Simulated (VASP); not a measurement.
Given:

```
CELL_PARAMETERS angstrom
      0.00000     2.71039     2.71039
      2.71039     0.00000     2.71039
      2.71039     2.71039     0.00000
ATOMIC_POSITIONS crystal
  Mg 0.00000 0.00000 0.00000
  Se 0.50000 0.50000 0.50000
```

All values below come from rev-vdW-DF2, VASP's PBE PAW potentials (set 64) (plane waves; VASP). Settings: 520 eV cut-off, 8×8×8 Γ-centred mesh, Gaussian smearing of 0.050 eV, potentials Mg Se.

Question: What does the run give for the energy per atom (σ→0), pressure, band gap (on the k-mesh) with the smallest direct gap where there is one?

Answer: 
```yaml
band gap (on the k-mesh): 1.83 eV
smallest direct gap (on the k-mesh): 2.72 eV
energy per atom (σ→0): -2.488 eV/atom
pressure: 2.06 GPa
```

The absolute energy has meaning only against runs of the same code, potentials and settings.

The compound is MgSe in the rock salt structure. This cell is one point of a volume scan, at 0.97 of the reference volume.
